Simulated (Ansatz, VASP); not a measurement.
Two plane-wave programs on Mg2C

INCAR

```
ALGO = Normal
EDIFF = 1E-6
ENCUT = 520
GGA = PE
ISIF = 2
ISMEAR = -1
LASPH = T
LCHARG = T
LELF = T
LREAL = F
LVHAR = T
LWAVE = F
NBANDS = 11
NELM = 60
PREC = Accurate
SIGMA = 0.02
```

Contents of KPOINTS:

```
k-points
0
Gamma
  8 8 8
```

File POSCAR:

```
Mg2C
1.0
    0.0000000000      2.6502174944      2.7109426088
    2.6502174944      0.0000000000      2.7109426088
    2.6502174944      2.6502174944      0.0000000000
C Mg
1 2
Direct
    0.0000000000      0.0000000000      0.0000000000
    0.2500000000      0.2500000000      0.2500000000
    0.7500000000      0.7500000000      0.7500000000
```

Input for Ansatz:

```yaml
crystal:
  lattice:
    - [0.0, 2.6502174944, 2.7109426088]
    - [2.6502174944, 0.0, 2.7109426088]
    - [2.6502174944, 2.6502174944, 0.0]
  atoms:
    - { symbol: C, position: [0.0, 0.0, 0.0] }
    - { symbol: Mg, position: [0.25, 0.25, 0.25] }
    - { symbol: Mg, position: [0.75, 0.75, 0.75] }
kpoints:
  mp_grid: { grid: [8, 8, 8] }
  band_path:
    path:
      - [0.0, 0.0, 0.0]
      - [0.5, 0.0, 0.5]
      - [0.625, 0.25, 0.625]
      - [0.375, 0.375, 0.75]
      - [0.5, 0.5, 0.5]
      - [0.5, 0.25, 0.75]
      - [0.080729, 0.080729, 0.161458]
      - [0.0, 0.5, 0.5]
    npoints: 1
hamiltonian:
  xc: pbe
scf:
  occupations: { method: fermi_dirac, width: 0.02 }
  n_extra_bands: 4
output:
  forces: true
  stress: true
  eigenvalues: true
  write_density: true
  write_potential: true
  elf: true
  volumetric_format: npy
```

Change from the starting cell: biaxial_xy strain -2.2%.

Alike in both runs: task single point; functional PBE; k mesh 8 × 8 × 8; occupations fermi-dirac, width 0.02 eV; no spin polarisation.

|  | VASP | Ansatz |
| --- | --- | --- |
| version | VASP 6.6.1 | Ansatz 0.2.0 |
| potentials or method | VASP PAW PBE potentials, release 64 (C, Mg) | plane waves, PAW |
| plane-wave cutoff (eV) | 520 | 420 |
| valence electrons in the cell | 8 | 24 |

Ansatz gave:

```
pressure (GPa)                                  : 6.9
largest component of the traceless stress (GPa) : 4.63
```

Q: What did VASP give for the same quantities?

A: Pressure (GPa): 6.7; largest component of the traceless stress (GPa): 4.67.

The functional is the same, so the differences come from potentials, cutoffs and numerics. The two sets of potentials don't hold the same shells in valence.

A k mesh can miss the band edges.
